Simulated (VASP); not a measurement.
Write the native input for VASP 6.6.1 that does the following.

```
Task                   : single point
Functional             : PBE
Potentials or basis    : VASP PAW PBE potentials, release 64 (Pd, S, Ge_d)
Cutoff                 : 520 eV
k mesh                 : 3 × 2 × 3
Occupations            : fermi-dirac, width 0.1 eV
Spin                   : no spin polarisation
Dipole correction      : no
Further INCAR settings : ALGO = Fast; EDIFF = 1e-06; NBANDS = 68
```

The structure of Ge4Pd4S3 lies in POSCAR:

```
Ge4Pd4S3
1.0
    5.1789480000     -0.0109870000     -0.4648800000
   -0.7047830000      7.0424350000      0.3164130000
    0.6603910000     -0.1300790000      5.5160110000
Pd S Ge
4 3 4
Direct
    0.7575987230      0.7840836111      0.8485161191
    0.6710779344      0.1702526337      0.9203251342
    0.2396776890      0.7297929353      0.0486702061
    0.2473010518      0.3161884073      0.1356422586
    0.6386540991      0.1987482802      0.4299998637
    0.7123697972      0.9426010780      0.1907764935
    0.9179029806      0.5496041656      0.6572437645
    0.8650016519      0.4900147643      0.1284246762
    0.4483061617      0.5922982242      0.4814320911
    0.2797548928      0.2709939341      0.7219266696
    0.1040132144      0.9536655986      0.4308012566
```

The cell was built by a generator and needn't be a form met in nature.

These files were run (other wordings do the same):

INCAR

```
SYSTEM = Ge4Pd4S3
PREC = Accurate ; ENCUT = 520
EDIFF = 1E-6 ; ISMEAR = -1
SIGMA = 0.1 ; LREAL = .False.
LASPH = .True. ; NELM = 100
ALGO = Fast ; ISIF = 2
LWAVE = .False. ; LCHARG = .False.
GGA = PE ; NBANDS = 68
```

KPOINTS

```
regular mesh
0
Gamma
  3 2 3
  0 0 0
```

Potentials or basis: VASP PAW PBE potentials, release 64 (Pd, S, Ge_d).

Run with:

```console
$ cat potpaw_PBE.64/Pd/POTCAR potpaw_PBE.64/S/POTCAR potpaw_PBE.64/Ge_d/POTCAR > POTCAR
$ mpirun -np 1 vasp_std > vasp.out
```

Results of the run:

The pressure is 2.9 GPa. The largest force is 1.707 eV/Å and the band gap on the k mesh is none (metal or under the smearing width).

Caveat: the k mesh is coarse (spacing up to 0.45 Å⁻¹), so the values aren't converged.

Wall time 120 s on 1 thread of Intel(R) Xeon(R) 6975P-C (Granite Rapids) (shared host), peak memory 0.34 GiB.
